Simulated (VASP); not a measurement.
Here is the system:

```
SmSb
1.0
    0.00000     3.13400     3.13400
    3.13400     0.00000     3.13400
    3.13400     3.13400     0.00000
Sm Sb
1 1
Direct
  0.50000   0.50000   0.50000
  0.00000   0.00000   0.00000
```

Calculation: r2SCAN+rVV10, VASP's PBE PAW potentials (set 64) (plane waves; VASP). Settings: 400 eV cut-off, 9×9×9 Γ-centred mesh, first-order Methfessel-Paxton smearing of 0.10 eV, potentials Sm_3 Sb.

The 4f electrons are frozen in the core of the lanthanide potential, so 4f levels, which can set the real gap, and their magnetism are missing.

The ions, cell shape and volume are relaxed. Which structure does the run end with?

```
SmSb
1.0
    0.00000     3.15013     3.15013
    3.15013     0.00000     3.15013
    3.15013     3.15013     0.00000
Sm Sb
1 1
Direct
  0.50000   0.50000   0.50000
  0.00000   0.00000   0.00000
```
Space group Fm-3m (225), at a tolerance of 0.03 Å.

How do energy and volume change from the first to the last step?

The energy (σ→0) changes by -1.5 meV/atom and the volume by +1.6 %, in 3 ionic steps.

```csv
step,E(σ→0) (eV),max force (eV/Å),pressure (GPa),volume (Å³)
1,-57.8766,0.000,1.01,61.56
2,-57.8775,0.000,-0.75,63.31
3,-57.8795,0.000,0.01,62.52
```

The structure comes from a measured SmSb entry (Fm-3m) of the Crystallography Open Database, whose conditions weren't checked. This run relaxes it. Symmetry was kept, so distortions that lower it aren't found.
